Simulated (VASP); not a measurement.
A convergence study with VASP on KI (rock salt): one setting is varied, all else stays as given below, so the limit is that of these other settings. Each run relaxes cell and ions from the cell shown.

```
KI
1.0
    0.00000     3.53500     3.53500
    3.53500     0.00000     3.53500
    3.53500     3.53500     0.00000
K I
1 1
Cartesian
  0.00000   0.00000   0.00000
  3.53500   3.53500   3.53500
```

All values below come from PBE GGA, VASP's PBE PAW potentials (set 64) (plane waves; VASP 6.6.1). The tightest run used: 550 eV cut-off, 10×10×10 Γ-centred mesh, Gaussian smearing of 0.050 eV, potentials K_sv I.

Unless said otherwise, spin-orbit coupling is left out, though it shifts the bands of the heavy elements here. Gaps are read on the run's mesh, which can miss a band edge.

Q: The settings run are 2×2×2 mesh; 3×3×3 mesh; 4×4×4 mesh; 6×6×6 mesh; 7×7×7 mesh; 8×8×8 mesh; 9×9×9 mesh; 10×10×10 mesh. From which on does the relaxed volume stay within 0.05 Å³/atom of the tightest run?

A: From 4×4×4 mesh on: it is off by 0.023 there and by no more than 0.05 in any finer run, while 3×3×3 mesh is off by 0.210.
| setting | relaxed volume (Å³/atom) | E (eV/atom) | gap on the mesh (eV) | irreducible k-points | difference judged (Å³/atom) |
|---|---|---|---|---|---|
| 2×2×2 mesh | 48.866 | -2.7204 | 3.707 | 3 | 2.452 |
| 3×3×3 mesh | 46.624 | -2.7784 | 3.835 | 4 | 0.210 |
| 4×4×4 mesh | 46.437 | -2.7821 | 3.846 | 8 | 0.023 |
| 6×6×6 mesh | 46.414 | -2.7824 | 3.847 | 16 | 0.001 |
| 7×7×7 mesh | 46.413 | -2.7824 | 3.847 | 20 | 0.001 |
| 8×8×8 mesh | 46.414 | -2.7824 | 3.847 | 29 | 0.000 |
| 9×9×9 mesh | 46.415 | -2.7824 | 3.847 | 35 | 0.001 |
| 10×10×10 mesh | 46.413 | -2.7824 | 3.847 | 47 | 0.000 |

Left out are rungs that failed or repeat a setting and relaxations that didn't move; long series are thinned to 24 rows.

The compound is KI in the rock salt structure.
